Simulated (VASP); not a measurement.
Given:

```yaml
crystal:
  lattice:
    - [2.32044, -4.01912, 0.00000]
    - [2.32044, 4.01912, 0.00000]
    - [0.00000, 0.00000, 7.55103]
  atoms:
    - { symbol: Mg, position: [0.66667, 0.33333, 0.49982] }
    - { symbol: Mg, position: [0.33333, 0.66667, 0.99982] }
    - { symbol: Te, position: [0.66667, 0.33333, 0.87618] }
    - { symbol: Te, position: [0.33333, 0.66667, 0.37618] }
```

Calculation: PBE GGA with D3 dispersion (zero damping), VASP's PBE PAW potentials (set 64) (plane waves; VASP). Run with 520 eV cut-off, 6×6×3 Γ-centred mesh, Gaussian smearing of 0.050 eV, potentials Mg Te.

Unless said otherwise, spin-orbit coupling is left out, though it shifts the bands of the heavy elements here.

Question: Predict the energy per atom (σ→0), pressure, band gap (on the k-mesh) with the smallest direct gap where there is one.

Answer: 
The band gap (on the k-mesh) is 2.27 eV and the smallest direct gap (on the k-mesh) is 2.27 eV. The energy per atom (σ→0) is -3.411 eV/atom and the pressure is -1.95 GPa.

The compound is MgTe in the wurtzite structure. This cell is one point of a volume scan, at 1.06 of the reference volume.
